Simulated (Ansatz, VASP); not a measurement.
# Cross-check of Rb2NbF6 between VASP and Ansatz

Wanted: the spread between two codes on one cell, functional and k mesh. The cell is generated by rule, not measured, and may not be a known phase. The two relaxations start from unlike cells of this crystal (the structure described is Ansatz's start), so only their ends are compared.

Method: plane waves, with VASP 6.6.1 beside it; relaxation of cell and atoms at LDA, in Ansatz 0.2.0.

The structure was built from a prototype and need not be the compound's stable phase.

## Step 1: The starting structure

Symmetry: Fm-3m, No. 225, cubic system. The conventional cell has a = 8.792 Å, b = 8.792 Å, c = 8.792 Å, α = 90.00°, β = 90.00°, γ = 90.00°. Rb has 12 F at 3.11 Å nearest. Nearest to Nb lie 6 F at 2.08 Å. F has 1 Nb at 2.08 Å and 4 Rb at 3.11 Å nearest. Farther neighbours and most contacts between anions are not listed.

Coordinates:

```xyz
9
Lattice="0.0000 4.3962 4.3962 4.3962 0.0000 4.3962 4.3962 4.3962 0.0000" Properties=species:S:1:pos:R:3 pbc="T T T"
Rb    2.1981    2.1981    2.1981
Rb    6.5943    6.5943    6.5943
Nb    0.0000    0.0000    0.0000
F     4.3962    4.3962    2.0800
F     4.3962    4.3962    6.7124
F     4.3962    2.0800    4.3962
F     4.3962    6.7124    4.3962
F     2.0800    4.3962    4.3962
F     6.7124    4.3962    4.3962
```

## Step 2: VASP: relaxation of cell and atoms, LDA

The relaxed volume is the usual yardstick between codes: in a stiff, nearly cubic crystal its relative difference is about their pressure difference at one cell divided by the bulk modulus.

Lines of VASP's logs that name or quote its potential files are left out, and so is its time.

Contents of INCAR:

```
SYSTEM = Rb2NbF6
PREC = Accurate
ENCUT = 600
EDIFF = 1E-07
NELM = 120
ISMEAR = -1
SIGMA = 0.02
LREAL = .FALSE.
ALGO = Normal
GGA = CA
NBANDS = 45
LASPH = .TRUE.
LORBIT = 11
LWAVE = .FALSE.
LCHARG = .FALSE.
ISIF = 3
IBRION = 2
NSW = 80
EDIFFG = -0.005
GGA_COMPAT = .FALSE.
NELMIN = 4
KPAR = 2
```

Contents of POSCAR:

```
Rb2NbF6
1.0
    0.0000000000      4.1726900747      4.1726900747
    4.1726900747      0.0000000000      4.1726900747
    4.1726900747      4.1726900747      0.0000000000
Rb Nb F
2 1 6
Direct
    0.2500000000      0.2500000000      0.2500000000
    0.7500000000      0.7500000000      0.7500000000
    0.0000000000      0.0000000000      0.0000000000
    0.2348684870      0.2348684870      0.7651315130
    0.7651316268      0.7651316268      0.2348683732
    0.2348684870      0.7651315130      0.2348684870
    0.7651316268      0.2348683732      0.7651316268
    0.7651315130      0.2348684870      0.2348684870
    0.2348683732      0.7651316268      0.7651316268
```

Contents of KPOINTS:

```
Automatic mesh
0
Gamma
4 4 4
0 0 0
```

The projector-augmented-wave data sets are Rb_sv, Nb_sv and F (LDA family, release 64).

The run is started by

```console
$ mpirun -np 2 vasp_std
```

Numbers of over 12 decimals in the logs are rounded to 6 here.

What it wrote:

```text
[banner, memory and clock lines left out]
running    2 mpi-ranks, on    1 nodes
 distrk:  each k-point on    1 cores,    2 groups
 distr:  one band on    1 cores,    1 groups

 POSCAR found type information on POSCAR RbNbF
 POSCAR found :  3 types and       9 ions
 LDA part: xc-table for (Slater(with rela. corr.)+CA(PZ))
 , standard interpolation
 POSCAR, INCAR and KPOINTS ok, starting setup
 FFT: planning ... GRIDC
 FFT: planning ... GRID_SOFT
 FFT: planning ... GRID
 WAVECAR not read
 entering main loop
       N       E                     dE             d eps       ncg     rms          rms(c)
DAV:   1     0.694361997214E+03    0.69436E+03   -0.42896E+04   720   0.174E+03
DAV:   2    -0.404838313189E+01   -0.69841E+03   -0.68369E+03   936   0.471E+02
DAV:   3    -0.571928792862E+02   -0.53144E+02   -0.52931E+02  1086   0.132E+02
DAV:   4    -0.599477699243E+02   -0.27549E+01   -0.27404E+01  1256   0.239E+01
DAV:   5    -0.600152271889E+02   -0.67457E-01   -0.67249E-01   992   0.335E+00    0.160E+01
DAV:   6    -0.539327570789E+02    0.60825E+01   -0.27904E+01  1046   0.368E+01    0.734E+00
DAV:   7    -0.539640612653E+02   -0.31304E-01   -0.28895E+00  1007   0.968E+00    0.396E+00
DAV:   8    -0.538977807022E+02    0.66281E-01   -0.19662E-01  1006   0.305E+00    0.870E-01
DAV:   9    -0.538942000630E+02    0.35806E-02   -0.22834E-02  1129   0.820E-01    0.249E-01
DAV:  10    -0.538937560640E+02    0.44400E-03   -0.46277E-03  1104   0.464E-01    0.541E-02
DAV:  11    -0.538937675092E+02   -0.11445E-04   -0.54969E-04  1054   0.190E-01    0.404E-02
DAV:  12    -0.538937589937E+02    0.85155E-05   -0.61733E-05  1128   0.621E-02    0.723E-03
DAV:  13    -0.538937584913E+02    0.50239E-06   -0.65279E-06  1025   0.196E-02    0.403E-03
DAV:  14    -0.538937584848E+02    0.64447E-08   -0.97323E-07  1104   0.484E-03
   1 F= -.53893758E+02 E0= -.53877935E+02  d E =-.538938E+02
[...]
2 F= -.53893787E+02 E0= -.53877923E+02  d E =-.280199E-04
[...]
3 F= -.53893792E+02 E0= -.53877941E+02  d E =-.339653E-04
[...]
4 F= -.53893834E+02 E0= -.53877965E+02  d E =-.418773E-04
[...]
5 F= -.53893864E+02 E0= -.53877975E+02  d E =-.712487E-04
 curvature:  -1.77 expect dE=-0.183E-04 dE for cont linesearch -0.925E-05
 ZBRENT: increasing intervall
 opt :   3.9411  next Energy=   -53.893873 (dE=-0.809E-04)
 bond charge predicted
       N       E                     dE             d eps       ncg     rms          rms(c)
DAV:   1    -0.538953077507E+02   -0.14441E-02   -0.10086E-01   765   0.195E+00    0.284E-01
DAV:   2    -0.538941048306E+02    0.12029E-02   -0.59834E-03   898   0.450E-01    0.917E-02
DAV:   3    -0.538938824570E+02    0.22237E-03   -0.44773E-04  1072   0.170E-01    0.389E-02
DAV:   4    -0.538938718907E+02    0.10566E-04   -0.19137E-04  1182   0.622E-02    0.205E-02
DAV:   5    -0.538938740862E+02   -0.21955E-05   -0.94955E-06   971   0.191E-02    0.117E-02
DAV:   6    -0.538938761758E+02   -0.20896E-05   -0.83675E-06  1172   0.116E-02    0.400E-03
DAV:   7    -0.538938761900E+02   -0.14180E-07   -0.45965E-07   841   0.407E-03
   6 F= -.53893876E+02 E0= -.53877949E+02  d E =-.837399E-04
 curvature:  -1.85 expect dE=-0.195E-05 dE for cont linesearch -0.188E-05
 trial: gam= 0.00000 g(F)=  0.789E-06 g(S)=  0.266E-06 ort =-0.902E-05 (trialstep = 0.154E+01)
 search vector abs. value=  0.105E-05
 reached required accuracy - stopping structural energy minimisation
```

OUTCAR, selected parts (step 2):

```text
ion  position               nearest neighbor table
   1  0.250  0.250  0.250-   8 2.95   6 2.95   4 2.95   4 2.95   6 2.95   8 2.95   5 2.95   7 2.95
                             9 2.95   5 2.95   7 2.95   9 2.95   3 3.61   3 3.61   3 3.61   3 3.61
   2  0.750  0.750  0.750-   6 2.95   8 2.95   4 2.95   8 2.95   4 2.95   6 2.95   9 2.95   7 2.95
                             5 2.95   5 2.95   7 2.95   9 2.95   3 3.61   3 3.61   3 3.61   3 3.61
   3  0.000  0.000  0.000-   5 1.96   7 1.96   9 1.96   4 1.96   8 1.96   6 1.96   2 3.61   2 3.61
                             1 3.61   2 3.61   2 3.61   1 3.61   1 3.61   1 3.61
   4  0.235  0.235  0.765-   3 1.96   2 2.95   1 2.95   2 2.95   1 2.95
   5  0.765  0.765  0.235-   3 1.96   2 2.95   2 2.95   1 2.95   1 2.95
   6  0.235  0.765  0.235-   3 1.96   2 2.95   1 2.95   2 2.95   1 2.95
   7  0.765  0.235  0.765-   3 1.96   2 2.95   2 2.95   1 2.95   1 2.95
   8  0.765  0.235  0.235-   3 1.96   2 2.95   1 2.95   2 2.95   1 2.95
   9  0.235  0.765  0.765-   3 1.96   2 2.95   2 2.95   1 2.95   1 2.95

  LATTYP: Found a face centered cubic cell.
 ALAT       =     8.3453801494

 Subroutine GETGRP returns: Found 48 space group operations
 (whereof 48 operations were pure point group operations)

The static configuration has the point symmetry O_h .

 Found      8 irreducible k-points:

   k-points           NKPTS =      8   k-points in BZ     NKDIM =      8   number of bands    NBANDS=     45

   dimension x,y,z NGX =    48 NGY =   48 NGZ =   48
   dimension x,y,z NGXF=    96 NGYF=   96 NGZF=   96

   ENCUT  =  600.0 eV  44.10 Ry    6.64 a.u.  11.79 11.79 11.79*2*pi/ulx,y,z

   NELECT =      73.0000    total number of electrons

 k-points in reciprocal lattice and weights: Automatic mesh
   0.00000000  0.00000000  0.00000000       0.016
   0.25000000  0.00000000  0.00000000       0.125
   0.50000000  0.00000000  0.00000000       0.062
   0.25000000  0.25000000  0.00000000       0.094
   0.50000000  0.25000000  0.00000000       0.375
  -0.25000000  0.25000000  0.00000000       0.188
   0.50000000  0.50000000  0.00000000       0.047
  -0.25000000  0.50000000  0.25000000       0.094

 average (electrostatic) potential at core
       1 -35.3975       2 -35.3975       3 -87.8004       4 -78.0333       5 -78.0333
       6 -78.0333       7 -78.0333       8 -78.0333       9 -78.0333

 E-fermi :   3.6016

 k-point     1 :       0.0000    0.0000    0.0000
  band No.  band energies     occupation
    ...
     35      -2.5903      2.00000
     36      -2.5903      2.00000
     37       3.5465      1.88023
     38       3.5465      1.88023
     39       3.5465      1.88023
     40       5.1490      0.00000
     41       6.9946      0.00000
     42       6.9946      0.00000
     43       8.1595      0.00000
     44       8.1595      0.00000
    ...

 k-point     2 :       0.2500    0.0000    0.0000
  band No.  band energies     occupation
    ...
     35      -2.6640      2.00000
     36      -2.6527      2.00000
     37       3.6021      0.98610
     38       3.6035      0.95067
     39       3.6035      0.95067
     40       5.8800      0.00000
     41       7.3225      0.00000
     42       7.3225      0.00000
     43       8.1574      0.00000
     44       8.1574      0.00000
    ...

 k-point     3 :       0.5000    0.0000    0.0000
  band No.  band energies     occupation
    ...
     32      -2.8180      2.00000
     33      -2.8180      2.00000
     34      -2.7827      2.00000
     35      -2.7827      2.00000
     36      -2.7355      2.00000
     37       3.6546      0.13182
     38       3.6546      0.13182
     39       3.6580      0.11250
     40       7.2334      0.00000
     41       7.5477      0.00000
    ...

  Total       -0.0040683     -0.0040683     -0.0040683     -0.0000000     -0.0000000      0.0000000
  in kB       -0.0446883     -0.0446883     -0.0446883     -0.0000000     -0.0000000      0.0000000
  external PRESSURE =      -0.0446883 kB  Pullay stress =       0.0000000 kB

  energy-cutoff  :      600.00
  volume of cell :      145.86
      direct lattice vectors                 reciprocal lattice vectors
    -0.000000000  4.177988174  4.177988174    -0.119674824  0.119674824  0.119674824
     4.177988174  0.000000000  4.177988174     0.119674824 -0.119674824  0.119674824
     4.177988174  4.177988174  0.000000000     0.119674824  0.119674824 -0.119674824

 POSITION                                       TOTAL-FORCE (eV/Angst)
 -----------------------------------------------------------------------------------
      2.08899      2.08899      2.08899        -0.000000     -0.000000     -0.000000
      6.26698      6.26698      6.26698        -0.000000     -0.000000      0.000000
     -0.00000      4.17799      4.17799        -0.000000     -0.000000      0.000000
      4.17799      4.17799      1.96022        -0.000000     -0.000000      0.001651
      4.17799      4.17799      6.39576        -0.000000     -0.000000     -0.001651
      4.17799      1.96022      4.17799        -0.000000      0.001651      0.000000
      4.17799      6.39576      4.17799        -0.000000     -0.001651     -0.000000
      1.96022      4.17799      4.17799         0.001651     -0.000000     -0.000000
      6.39576      4.17799      4.17799        -0.001651     -0.000000     -0.000000
 -----------------------------------------------------------------------------------
    total drift:                               -0.001535     -0.001535     -0.001535

  FREE ENERGIE OF THE ION-ELECTRON SYSTEM (eV)
  ---------------------------------------------------
  free  energy   TOTEN  =       -53.8938761900 eV

  energy  without entropy=      -53.8620217028  energy(sigma->0) =      -53.87794895

 reached required accuracy - stopping structural energy minimisation

 total charge
# of ion       s       p       d       tot
------------------------------------------
    1        1.935   5.343   0.023   7.302
    2        1.935   5.343   0.023   7.302
    3        2.180   6.113   2.212  10.506
    4        1.728   4.337   0.000   6.065
    5        1.728   4.337   0.000   6.065
    6        1.728   4.337   0.000   6.065
    7        1.728   4.337   0.000   6.065
    8        1.728   4.337   0.000   6.065
    9        1.728   4.337   0.000   6.065
--------------------------------------------------
tot         16.420  42.823   2.259  61.503

[... 3 further parts left out ...]
```

(Continued in part 2 of 2.)

[Lines on the potential files, build, host, timing and source positions are cut from VASP's logs without a mark.]

[Logs are printed without paths, hosts, clocks, repeated set-up lines and the standing remarks that a program may print on its own settings, such as how far it seeks lower states.]

[Hosts, paths, dates, database ids (printed as entryN), source tags and the programs' standing remarks are cut or masked in the printed files.]
